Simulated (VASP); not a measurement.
Here is a VASP 6.6.1 calculation.

The input INCAR:

```
ALGO = Fast ; EDIFF = 1E-6
ENCUT = 520 ; GGA = PE
ISIF = 2 ; ISMEAR = 0
LASPH = True ; LCHARG = True
LELF = True ; LREAL = False
LVHAR = True ; LWAVE = False
NBANDS = 18 ; NELM = 100
PREC = Accurate ; SIGMA = 0.05
```

KPOINTS

```
k-points
0
Gamma
  8 8 8
```

The input POSCAR:

```
HfO2
1.0
    0.0000000000      2.5575000000      2.5575000000
    2.5575000000      0.0000000000      2.5575000000
    2.5575000000      2.5575000000      0.0000000000
Hf O
1 2
Direct
    0.0000000000      0.0000000000      0.0000000000
    0.2500000000      0.2500000000      0.2500000000
    0.7500000000      0.7500000000      0.7500000000
```

Potentials or basis: VASP PAW PBE potentials, release 64 (Hf_pv, O).

Launch:

```sh
$ cat potpaw_PBE.64/Hf_pv/POTCAR potpaw_PBE.64/O/POTCAR > POTCAR
$ mpirun -np 1 vasp_std > vasp.out
```

Problem. What does it give for the pressure?

Solution. -6.0 GPa.

Problem. Estimate the band gap on the k mesh.

Solution. 3.73 eV, direct.

Caveat: spin-orbit coupling is left out, which moves the levels of the heavy elements. A k mesh can miss the band edges.
